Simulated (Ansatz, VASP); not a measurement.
## One calculation of ZrMo2C2, two programs

```
Zr Mo C
1.0
     4.05175    0.00000    0.00000
     0.00000    4.05175    0.00000
     0.00000    0.00000    9.07742
Zr Mo C
2 4 4
Cartesian
  0.0000 2.0259 2.1879
  2.0259 0.0000 6.8895
  0.0000 0.0000 0.0000
  2.0259 2.0259 0.0000
  0.0000 2.0259 5.6741
  2.0259 0.0000 3.4033
  0.0000 0.0000 4.5387
  2.0259 2.0259 4.5387
  0.0000 2.0259 7.9099
  2.0259 0.0000 1.1675
```

Change from the starting cell: species swapped into the CeSb2Pd2 type (P4/nmm, No. 129).

Alike in both runs: task single point; functional PBE; k mesh 4 × 4 × 2; occupations gaussian, width 0.1 eV; no spin polarisation.

|  | VASP | Ansatz |
| --- | --- | --- |
| version | VASP 6.6.1 | Ansatz 0.2.0 |
| potentials or method | VASP PAW PBE potentials, release 64 (Zr_sv, Mo_sv, C) | scalar-relativistic, plane waves, PAW |
| plane-wave cutoff (eV) | 520 | 420 |
| valence electrons in the cell | 96 | 96 |

Ansatz gave:

| Quantity | Value |
| --- | --- |
| gap on the k mesh at the Fermi level (eV) | none |
| pressure (GPa) | -24.9 |
| largest component of the traceless stress (GPa) | 0.97 |
| rms of the force components (eV/Å) | 0.724 |

Question: What did VASP give for the same quantities?

Answer: gap on the k mesh at the Fermi level (eV): none; pressure (GPa): -24.7; largest component of the traceless stress (GPa): 0.97; rms of the force components (eV/Å): 0.723.

Atom by atom the forces differ by 0.003 eV/Å (rms over components). A gap of «none» marks a metal or a gap that the smearing closes. The functional is the same, so the differences come from potentials, cutoffs and numerics.

Caveats: the k mesh is coarse (spacing up to 0.39 Å⁻¹), so the values aren't converged; so large a pressure means that the cell lies far from this level's equilibrium, or that cutoff or potentials fall short (VASP); forces of over 1 eV/Å show positions far from the minimum, so gaps and moduli don't describe the material at rest.
